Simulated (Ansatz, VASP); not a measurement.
# Si2As4W (WSi2As4 monolayer) in two plane-wave programs

Aim: how closely do two programs agree when they are given the same cell, functional and k mesh? The cell is taken from a series of runs on this material, whose earlier steps may have relaxed, scaled, displaced or heated it; both programs get it as it stands.

Calculated with Ansatz 0.2.0; plane waves, with VASP 6.6.1 beside it; single point at PBE.

### Step 1. Set-up

The cell holds 7 atoms: 4 As, 2 Si and 1 W. Cell: a = 3.611 Å, b = 3.611 Å, c = 42.110 Å, α = 90.0°, β = 90.0°, γ = 120.0°. Vacuum lies along c.

### Step 2. VASP: single point, PBE

With cell and atoms fixed, the geometry can't cause a difference; cores, projectors, grids and the points listed under the comparison can.

Lines of VASP's logs that name or quote its potential files are left out, and so is its time.

Input file INCAR:

```
SYSTEM = Si2As4W
PREC = Accurate
ENCUT = 520
EDIFF = 1E-06
NELM = 120
ISMEAR = -1
SIGMA = 0.05
LREAL = .FALSE.
ALGO = Normal
GGA = PE
NBANDS = 24
LASPH = .TRUE.
LORBIT = 11
LWAVE = .FALSE.
LCHARG = .FALSE.
ISIF = 2
LDIPOL = .TRUE.
IDIPOL = 3
DIPOL = 0.5 0.5 0.322
LVHAR = .TRUE.
GGA_COMPAT = .FALSE.
EFERMI = MIDGAP
NELMDL = -8
KPAR = 2
```

Input file POSCAR:

```
Si2As4W
1.0
    3.6106188005      0.0000000000      0.0000000000
   -1.8053094002      3.1268876046      0.0000000000
    0.0000000000      0.0000000000     42.1102298147
As Si W
4 2 1
Direct
    0.0000000000      0.0000000000      0.2039306699
    0.3333333333      0.6666666667      0.2868621008
    0.3333333333      0.6666666667      0.3579958120
    0.0000000000      0.0000000000      0.4409272430
    0.3333333333      0.6666666667      0.2305315151
    0.3333333333      0.6666666667      0.4143263978
    0.0000000000      0.0000000000      0.3224289564
```

Input file KPOINTS:

```
Automatic mesh
0
Gamma
9 9 1
0 0 0
```

Potentials, in the order of the species: As, Si and W (PBE family, release 64).

Started as:

```
> mpirun -np 2 vasp_std
```

Numbers of over 12 decimals in the logs are rounded to 6 here.

Log:

```text
[banner, memory and clock lines left out]
running    2 mpi-ranks, on    1 nodes
 distrk:  each k-point on    1 cores,    2 groups
 distr:  one band on    1 cores,    1 groups

 POSCAR found type information on POSCAR AsSiW
 POSCAR found :  3 types and       7 ions
 LDA part: xc-table for (Slater+PW92), standard interpolation
 POSCAR, INCAR and KPOINTS ok, starting setup
 FFT: planning ... GRIDC
 FFT: planning ... GRID_SOFT
 FFT: planning ... GRID
 WAVECAR not read
 entering main loop
       N       E                     dE             d eps       ncg     rms          rms(c)
DAV:   1     0.222222551433E+03    0.22222E+03   -0.10624E+04   576   0.101E+03
DAV:   2    -0.160933359758E+02   -0.23832E+03   -0.22913E+03   856   0.182E+02
DAV:   3    -0.431537660558E+02   -0.27060E+02   -0.26833E+02   760   0.683E+01
DAV:   4    -0.441059482606E+02   -0.95218E+00   -0.94844E+00   840   0.152E+01
DAV:   5    -0.441238379891E+02   -0.17890E-01   -0.17881E-01   800   0.197E+00
DAV:   6    -0.441244773506E+02   -0.63936E-03   -0.63931E-03   872   0.357E-01
DAV:   7    -0.441245076281E+02   -0.30278E-04   -0.30277E-04   840   0.633E-02
DAV:   8    -0.441245083436E+02   -0.71557E-06   -0.71558E-06   712   0.914E-03    0.194E+01
DAV:   9    -0.431127720926E+02    0.10117E+01   -0.50468E+00   848   0.923E+00    0.702E+00
DAV:  10    -0.429492306699E+02    0.16354E+00   -0.26251E+00   840   0.899E+00    0.527E+00
DAV:  11    -0.427858866980E+02    0.16334E+00   -0.68372E-01   800   0.461E+00    0.341E-01
DAV:  12    -0.427897284189E+02   -0.38417E-02   -0.66504E-02   688   0.139E+00    0.251E-01
DAV:  13    -0.427895573377E+02    0.17108E-03   -0.35070E-03   904   0.304E-01    0.178E-01
DAV:  14    -0.427894571420E+02    0.10020E-03   -0.14040E-03   720   0.192E-01    0.519E-02
[...]
DAV:  20    -0.427896208113E+02   -0.25897E-04   -0.37786E-06   664   0.603E-03    0.248E-03
DAV:  21    -0.427896467280E+02   -0.25917E-04   -0.79782E-07   552   0.321E-03    0.193E-03
DAV:  22    -0.427896793963E+02   -0.32668E-04   -0.12714E-06   560   0.307E-03    0.135E-03
DAV:  23    -0.427896883890E+02   -0.89928E-05   -0.11563E-07   472   0.139E-03    0.567E-04
DAV:  24    -0.427897006001E+02   -0.12211E-04   -0.27210E-07   472   0.133E-03    0.670E-04
DAV:  25    -0.427897030939E+02   -0.24938E-05   -0.74580E-08   472   0.799E-04    0.234E-04
DAV:  26    -0.427897047778E+02   -0.16839E-05   -0.25102E-08   400   0.471E-04    0.110E-04
DAV:  27    -0.427897055583E+02   -0.78051E-06   -0.13697E-08   440   0.337E-04
   1 F= -.42789706E+02 E0= -.42789687E+02  d E =-.380497E-04
```

From OUTCAR (step 2):

```text
ion  position               nearest neighbor table
   1  0.000  0.000  0.204-   5 2.37   5 2.37   5 2.37
   2  0.333  0.667  0.287-   5 2.37   7 2.57   7 2.57   7 2.57
   3  0.333  0.667  0.358-   6 2.37   7 2.57   7 2.57   7 2.57
   4  0.000  0.000  0.441-   6 2.37   6 2.37   6 2.37
   5  0.333  0.667  0.231-   1 2.37   1 2.37   1 2.37   2 2.37
   6  0.333  0.667  0.414-   4 2.37   4 2.37   4 2.37   3 2.37
   7  0.000  0.000  0.322-   3 2.57   2 2.57   3 2.57   2 2.57   3 2.57   2 2.57

  LATTYP: Found a hexagonal cell.
 ALAT       =     3.6106188005
 C/A-ratio  =    11.6628844366

 Subroutine GETGRP returns: Found 12 space group operations
 (whereof  6 operations were pure point group operations)

The static configuration has the point symmetry C_3v.
 The point group associated with its full space group is D_3h.

 Found     12 irreducible k-points:

   k-points           NKPTS =     12   k-points in BZ     NKDIM =     12   number of bands    NBANDS=     24

   dimension x,y,z NGX =    28 NGY =   28 NGZ =  320
   dimension x,y,z NGXF=    56 NGYF=   56 NGZF=  640

   ENCUT  =  520.0 eV  38.22 Ry    6.18 a.u.   6.71  6.71 78.30*2*pi/ulx,y,z

   NELECT =      34.0000    total number of electrons

 k-points in reciprocal lattice and weights: Automatic mesh
   0.00000000  0.00000000  0.00000000       0.012
   0.11111111  0.00000000  0.00000000       0.074
   0.22222222  0.00000000  0.00000000       0.074
   0.33333333  0.00000000  0.00000000       0.074
   0.44444444  0.00000000  0.00000000       0.074
   0.11111111  0.11111111  0.00000000       0.074
   0.22222222  0.11111111  0.00000000       0.148
   0.33333333  0.11111111  0.00000000       0.148
   0.44444444  0.11111111  0.00000000       0.074
   0.22222222  0.22222222  0.00000000       0.074
   0.33333333  0.22222222  0.00000000       0.148
   0.33333333  0.33333333  0.00000000       0.025

 dipolmoment           0.000000      0.000000     -0.000001 electrons x Angstroem

 average (electrostatic) potential at core
       1 -56.1817       2 -56.0895       3 -56.0895       4 -56.1817       5 -91.6686
       6 -91.6686       7 -47.3548

 E-fermi :  -1.4064

 k-point     1 :       0.0000    0.0000    0.0000
  band No.  band energies     occupation
    ...
     13      -2.4459      2.00000
     14      -2.4459      2.00000
     15      -2.3611      2.00000
     16      -2.3611      2.00000
     17      -1.9464      1.99996
     18       0.6586      0.00000
     19       0.6946      0.00000
     20       0.9619      0.00000
     21       0.9619      0.00000
     22       1.1590      0.00000
    ...

 k-point     2 :       0.1111    0.0000    0.0000
  band No.  band energies     occupation
    ...
     13      -3.1759      2.00000
     14      -2.7679      2.00000
     15      -2.6727      2.00000
     16      -2.6522      2.00000
     17      -1.9726      1.99998
     18       0.4677      0.00000
     19       0.5009      0.00000
     20       1.2268      0.00000
     21       1.2720      0.00000
     22       1.3711      0.00000
    ...

 k-point     3 :       0.2222    0.0000    0.0000
  band No.  band energies     occupation
    ...
     13      -3.7030      2.00000
     14      -3.2902      2.00000
     15      -3.1947      2.00000
     16      -3.0151      2.00000
     17      -2.3133      2.00000
     18      -0.0800      0.00000
     19       0.0576      0.00000
     20       0.6140      0.00000
     21       0.8808      0.00000
     22       1.2095      0.00000
    ...

  Total       -0.0132950     -0.0132950      0.1104837     -0.0000000      0.0000000      0.0000000
  in kB       -0.0448040     -0.0448040      0.3723292     -0.0000000      0.0000000      0.0000000
  external PRESSURE =       0.0942404 kB  Pullay stress =       0.0000000 kB

  energy-cutoff  :      520.00
  volume of cell :      475.42
      direct lattice vectors                 reciprocal lattice vectors
     3.610618801  0.000000000  0.000000000     0.276960836  0.159903413  0.000000000
    -1.805309400  3.126887605  0.000000000     0.000000000  0.319806826  0.000000000
     0.000000000  0.000000000 42.110229815     0.000000000  0.000000000  0.023747199

 POSITION                                       TOTAL-FORCE (eV/Angst)
 -----------------------------------------------------------------------------------
      0.00000      0.00000      8.58757        -0.000000      0.000000     -0.050611
     -0.00000      2.08459     12.07983         0.000000     -0.000000      0.072980
     -0.00000      2.08459     15.07529         0.000000     -0.000000     -0.072980
      0.00000      0.00000     18.56755        -0.000000      0.000000      0.050611
     -0.00000      2.08459      9.70774        -0.000000      0.000000      0.020845
     -0.00000      2.08459     17.44738        -0.000000     -0.000000     -0.020845
      0.00000      0.00000     13.57756        -0.000000     -0.000000      0.000000
 -----------------------------------------------------------------------------------
    total drift:                                0.000000     -0.000000     -0.000027

  FREE ENERGIE OF THE ION-ELECTRON SYSTEM (eV)
  ---------------------------------------------------
  free  energy   TOTEN  =       -42.7897055583 eV

  energy  without entropy=      -42.7896675086  energy(sigma->0) =      -42.78968653

 vacuum level on the upper side and lower side of the slab         3.046         3.046

 total charge
# of ion       s       p       d       tot
------------------------------------------
    1        1.258   1.524   0.045   2.828
    2        1.200   1.576   0.066   2.842
    3        1.200   1.576   0.066   2.842
    4        1.258   1.524   0.045   2.828
    5        0.761   0.861   0.000   1.621
    6        0.761   0.861   0.000   1.621
    7        0.524   0.532   4.145   5.201
--------------------------------------------------
tot          6.963   8.452   4.368  19.784

[... 3 further parts left out ...]
```

### Step 3. Ansatz: single point, PBE

Ansatz runs on its default PAW (the set named soft_2) files.

The same cell, functional, mesh and smearing now go to Ansatz, which takes its cutoff from its data sets.

Input file input.yaml:

```yaml
crystal:
  lattice:
    - [3.6106188005, 0.0, 0.0]
    - [-1.8053094002, 3.1268876046, 0.0]
    - [0.0, 0.0, 42.1102298147]
  atoms:
    - { symbol: As, position: [0.0, 0.0, 0.2039306699] }
    - { symbol: Si, position: [0.3333333333, 0.6666666667, 0.2305315151] }
    - { symbol: As, position: [0.3333333333, 0.6666666667, 0.2868621009] }
    - { symbol: W, position: [0.0, 0.0, 0.3224289564] }
    - { symbol: As, position: [0.3333333333, 0.6666666667, 0.357995812] }
    - { symbol: Si, position: [0.3333333333, 0.6666666667, 0.4143263978] }
    - { symbol: As, position: [0.0, 0.0, 0.440927243] }
kpoints:
  mp_grid: { grid: [9, 9, 1] }
hamiltonian:
  xc: pbe
scf:
  occupations: { method: fermi_dirac, width: 0.05 }
efield:
  axis: 3
  dipole_correction: true
  ramp_width: 0.05
output:
  forces: true
  write_potential: true
  write_density: true
  volumetric_format: npy
```

Started as:

```
> ansatz run input.yaml --threads 4 --pin off --max-ram 8192MiB --backend cpu --events-out ev --progress --plain --runs-dir out
```

Log:

```text
Engine: ansatz 0.2.0, x86_64-unknown-linux-gnu
Pseudopotentials: kind: paw
Pseudopotential: As, paw, valence charge 15, recommended cutoff 420 eV (normal), As.paw.azcp
Pseudopotential: Si, paw, valence charge 4, recommended cutoff 420 eV (normal), Si.paw.azcp
Pseudopotential: W, paw, valence charge 14, recommended cutoff 420 eV (normal), W.paw.azcp
Functional definition: PBE
  parameter kappa = 0.804
  parameter beta = 0.066725
  exchange = pbe_x(kappa = kappa, mu = beta*pi^2/3)
  correlation = pbe_c(beta = beta)
Crystal: 7 atoms, lattice volume = 475.424 Å³
Basis set: ecut = 420 eV, 9153 PW (Γ), exchange–correlation on 50×50×576 points (8 copies of the dense FFT grid, shifted against one another)
Bands: 50, of which v1, the nominal top of the filled ones, is band 41 counted from 1 (40 counted from 0)
Symmetry: 6 space group operations
k-points: 12 of 81 (time reversal used)
Non-local potential: As, projectors of the file, l = 0: 2, l = 1: 2, l = 2: 3, l = 3: 1
Non-local potential: Si, projectors of the file, l = 0: 2, l = 1: 2, l = 2: 2
Non-local potential: W, projectors of the file, l = 0: 3, l = 1: 2, l = 2: 2, l = 3: 1
PAW form: soft (Blöchl's): semilocal exchange-correlation on the pseudo side does not see the compensation charge
PAW one-centre angular grid: As, 590 points (default); XC on 64 Gauss nodes
PAW one-centre angular grid: Si, 110 points (default); XC on 64 Gauss nodes
PAW one-centre angular grid: W, 590 points (default); XC on 64 Gauss nodes
Initial density: superposition of atomic densities (neutral atoms: chi_scale 0, normalization atom), corrected by the library's trained network
Initial wavefunctions: pseudopotential atomic-orbital guess
Functional: x = pbe(κ = 0.804, μ = 0.219515), c = pbe(β = 0.066725)
SCF iter   1: F=—  HF=-31081.335627 eV  |F-HF|=—  |Δ(HF+E_count)|=         —  Δρ=3.54e-3  dr2=6.45e-1  ethr=1.77e-3  p=-0.000 e·Å  D=-6.16e-7 V/Å  ΔV_dip=0.00 eV  dr2_dipole=1.16e-8  V_vac-E_F(+/−)=4.97/4.97 eV  ⟨swp⟩=10.1  Hψ=2702  notcnv=0  defer=1
efield: sawtooth ramp at fractional position 0.7974 (placed from the atoms, in the widest stretch of the axis that holds none; the zero of the levels goes with the place), width 0.0500; the density the first Hamiltonian is built on has a dipole p = -0.000 e·Å; the dipole correction subtracts the counter field D = -6.16e-7 V/Å, which shifts the + side's vacuum level by +0.00 eV against the − side's; the planar-averaged density in the ramp window peaks in size at 2.0e-6 e/Å³
preconditioner: auto → Resta (q_TF=auto, 2.036 Å⁻¹)  ε∞=2.5  [insulator: Δε(μ)=0.665 eV  Ē_g=8.169 eV  σ=0.050 eV  W_gap=1.00  n_scr=56 (ndim 8)  ℏωp=9.9 eV  f_vac=0.678  D(μ)=0.00/eV (n_scr^D=0)  ε∞_Penn≈2.5  vacuum switching on, ρ_ref=4.8e-3 e/Å³]
SCF iter   2: F=—  HF=-31081.401790 eV  |F-HF|=—  |Δ(HF+E_count)|=   6.62e-2  Δρ=5.63e-3  dr2=1.41e0  ethr=7.87e-4  p=0.000 e·Å  D=1.93e-5 V/Å  ΔV_dip=-0.00 eV  dr2_dipole=5.86e-8  V_vac-E_F(+/−)=3.64/3.65 eV  ⟨swp⟩=3.8  Hψ=929  notcnv=0  defer=31
SCF iter   3: F=—  HF=-31081.289530 eV  |F-HF|=—  |Δ(HF+E_count)|=   1.12e-1  Δρ=2.12e-3  dr2=1.31e-1  ethr=7.87e-4  p=0.000 e·Å  D=8.45e-6 V/Å  ΔV_dip=-0.00 eV  dr2_dipole=9.54e-9  V_vac-E_F(+/−)=4.15/4.15 eV  ⟨swp⟩=3.0  Hψ=798  notcnv=0  defer=26
SCF iter   4: F=—  HF=-31081.279565 eV  |F-HF|=—  |Δ(HF+E_count)|=   9.97e-3  Δρ=5.79e-4  dr2=8.21e-3  ethr=1.60e-4  p=-0.000 e·Å  D=-9.46e-6 V/Å  ΔV_dip=0.00 eV  dr2_dipole=8.70e-10  V_vac-E_F(+/−)=4.41/4.41 eV  ⟨swp⟩=3.0  Hψ=782  notcnv=0  defer=25
SCF iter   5: F=—  HF=-31081.278403 eV  |F-HF|=—  |Δ(HF+E_count)|=   1.16e-3  Δρ=1.88e-4  dr2=1.21e-3  ethr=1.00e-5  p=-0.000 e·Å  D=-5.46e-6 V/Å  ΔV_dip=0.00 eV  dr2_dipole=1.11e-8  V_vac-E_F(+/−)=4.41/4.41 eV  ⟨swp⟩=2.0  Hψ=758  notcnv=0  defer=25
SCF iter   6: F=—  HF=-31081.278291 eV  |F-HF|=—  |Δ(HF+E_count)|=   1.12e-4  Δρ=1.27e-4  dr2=2.05e-4  ethr=1.47e-6  p=0.000 e·Å  D=2.77e-5 V/Å  ΔV_dip=-0.00 eV  dr2_dipole=2.66e-7  V_vac-E_F(+/−)=4.44/4.44 eV  ⟨swp⟩=2.0  Hψ=748  notcnv=0  defer=25
SCF iter   7: F=—  HF=-31081.278262 eV  |F-HF|=—  |Δ(HF+E_count)|=   2.86e-5  Δρ=2.28e-5  dr2=7.62e-6  ethr=2.50e-7  p=-0.000 e·Å  D=-5.96e-5 V/Å  ΔV_dip=0.00 eV  dr2_dipole=1.13e-6  V_vac-E_F(+/−)=4.44/4.44 eV  ⟨swp⟩=2.8  Hψ=734  notcnv=0  defer=25
SCF iter   8: F=—  HF=-31081.278357 eV  |F-HF|=—  |Δ(HF+E_count)|=   9.45e-5  Δρ=1.72e-5  dr2=3.89e-5  ethr=9.30e-9  p=0.001 e·Å  D=1.99e-4 V/Å  ΔV_dip=-0.01 eV  dr2_dipole=1.20e-5  V_vac-E_F(+/−)=4.43/4.44 eV  ⟨swp⟩=3.2  Hψ=933  notcnv=0  defer=25
SCF iter   9: F=—  HF=-31081.278354 eV  |F-HF|=—  |Δ(HF+E_count)|=   3.15e-6  Δρ=5.14e-6  dr2=4.50e-7  ethr=9.30e-9  p=-0.000 e·Å  D=-1.54e-5 V/Å  ΔV_dip=0.00 eV  dr2_dipole=7.09e-8  V_vac-E_F(+/−)=4.44/4.44 eV  ⟨swp⟩=2.0  Hψ=689  notcnv=0  defer=25
SCF iter  10: F=-31081.278354 eV  HF=-31081.278354 eV  |F-HF|=2.10e-8  |Δ(HF+E_count)|=   1.22e-8  Δρ=1.77e-6  dr2=1.90e-8  ethr=1.22e-10  p=0.000 e·Å  D=6.40e-7 V/Å  ΔV_dip=-0.00 eV  dr2_dipole=8.42e-12  V_vac-E_F(+/−)=4.44/4.44 eV  ⟨swp⟩=20.9  Hψ=4960  notcnv=0
SCF 1 converged in 10 iterations: F = -31081.278354 eV  dr2 = 1.90e-8
  greatest PAW one-centre occupation: 1.000 electrons in one spin orbital (limit 2), on the W atom at site 3 (counted from 0), in its partial waves of l = 0
SCF converged after 10 iterations
Free energy (F): -31081.278354 eV
Harris-Foulkes:  -31081.278354 eV  (|F-HF|=2.10e-8)
Internal energy: -31081.278315 eV  (E = F + TS)
E sigma→0 (E₀):  -31081.278334 eV
Entropy (-TS):   -0.000039 eV (-0.006 meV/atom)
Fermi energy:    0.091794 eV
Dipole field:    D = 0.000003 V/Å  (p = 0.000008 e·Å, saw-weighted, corrected)
Work function:   Φ+ = 4.4389 eV   Φ− = 4.4390 eV
Levels:          The Fermi level and band energies are counted from a zero that moves with the ramp; work functions are not
--- Per-component energies (eV) ---
  E_band       = -1986.899892
  E_kinetic    = 943.177474
  E_local      = -205387.047312  (includes V_loc(G=0)·N_el)
  E_nonlocal   = -2628.368415
  E_hartree    = 102469.116666
  E_xc         = -693.629788
  E_vxc        = -648.653705  (∫ρ·V_xc dr)
  E_paw        = -16930.168562  (= ΣΔE_a)
  E_vpaw       = 795.762150  (= ΣTr[D̂ρ^β])
  E_aug_tail   = -0.000018  (compensation charges beyond the density's cutoff)
  E_efield     = 0.000000  (sawtooth field / dipole correction)
  E_vefield    = 0.000000  (∫n·V_field dr)
  E_ewald      = 91145.641640
  E_smearing   = -0.000039  (= −TS)
  E_closure    = -0.000000  (closes the sum)
  Σ components = -31081.278354   (vs F -31081.278354, Δ=0.00e0)
--- Forces (eV/Å), atoms counted from 1 ---
  atom   1  As    -0.00000000    -0.00000000    -0.00047514
  atom   2  Si    -0.00000000    -0.00000000    -0.00071339
  atom   3  As     0.00000000    -0.00000000     0.00094172
  atom   4  W      0.00000000    -0.00000000    -0.00002480
  atom   5  As     0.00000000    -0.00000000    -0.00094020
  atom   6  Si     0.00000000    -0.00000000     0.00072962
  atom   7  As     0.00000000    -0.00000000     0.00047988
  max |Σ_I F_I| component: 2.30e-6 eV/Å
--- Band table (eV; the first three rows and the last of 12) ---
  k-point 0: bands = [... 37 lower, -0.9502, -0.8669, -0.8669, -0.4525, 2.1526, 2.1903, 2.4502, 2.4502, ... 5 higher]
  k-point 1: bands = [... 37 lower, -1.2716, -1.1908, -1.1587, -0.4796, 1.9602, 1.9948, 2.7184, 2.7606, ... 5 higher]
  k-point 2: bands = [... 37 lower, -1.7949, -1.7036, -1.5345, -0.8209, 1.4167, 1.5545, 2.1051, 2.3739, ... 5 higher]
  k-point 11: bands = [... 37 lower, -3.0235, -2.0961, -1.3282, -0.2614, 0.4540, 0.8325, 1.3771, 1.8934, ... 5 higher]
```

### Step 4. Side by side

Known differences besides the potentials themselves: the data sets hold 82 valence electrons in Ansatz (on its default PAW (the set named soft_2) files) and 34 in VASP; the cutoff is 420 eV in Ansatz and 520 eV in VASP. Total energies have different zeros and are not compared.

Both answers:

```tsv
quantity	Ansatz	VASP	difference
gap on the k mesh (eV)	0.715	0.717	-0.002
```

Forces (eV/Å; atoms numbered as in POSCAR):

```tsv
atom	Ansatz x, y, z	VASP x, y, z
As1	0.000, 0.000, 0.000	0.000, 0.000, -0.051
As2	0.000, 0.000, 0.001	0.000, 0.000, 0.073
As3	0.000, 0.000, -0.001	0.000, 0.000, -0.073
As4	0.000, 0.000, 0.000	0.000, 0.000, 0.051
Si5	0.000, 0.000, -0.001	0.000, 0.000, 0.021
Si6	0.000, 0.000, 0.001	0.000, 0.000, -0.021
W7	0.000, 0.000, 0.000	0.000, 0.000, 0.000
```

The forces differ by 28 meV/Å r.m.s., where the r.m.s. force is 0.000 eV/Å in Ansatz and 0.028 eV/Å in VASP: the atoms lie near their places of rest in Ansatz, so a percentage would say little (all taken over all components). A gap on the mesh is an upper bound, since the band edges may lie between its points; neither run holds spin-orbit coupling, which can move the band edges of a compound of W. With vacuum in the cell, a pressure given here is an average over mostly empty space and none of the material.

### Step 5. Other set-ups

Further runs change the set-up of one program: Ansatz's method, potentials or start, or VASP's data sets, cutoff or form of LDA. The table gives Ansatz less VASP for each quantity, since a change that brings one quantity closer may part another.

```tsv
run	r.m.s. force difference (meV/Å)	gap on the k mesh (eV)
as above	28	-0.0019
VASP with the data sets As_d, Si and W_sv	8.1	-0.0025
```

### Step 6. Summary of results

* r.m.s. force difference (single point, PBE): 28 meV/Å

In words: The r.m.s. force difference is 28 meV/Å (single point, PBE), beyond the 12 meV/Å picked in this series as the mark of a large difference. The data sets hold unlike numbers of valence electrons (82 in Ansatz and 34 in VASP), so part of the differences comes from the potentials. Single point, PBE, VASP with the data sets As_d, Si and W_sv: r.m.s. force difference goes from 28 to 8.1 meV/Å; the difference in gap on the k mesh goes from -0.0019 to -0.0025 eV. How closely two codes agree says nothing of how well the functional describes the real material.

[Lines on the potential files, build, host, timing and source positions are cut from VASP's logs without a mark.]

[Logs are printed without paths, hosts, clocks, repeated set-up lines and the standing remarks that a program may print on its own settings, such as how far it seeks lower states.]

[Hosts, paths, dates, database ids (printed as entryN), source tags and the programs' standing remarks are cut or masked in the printed files.]
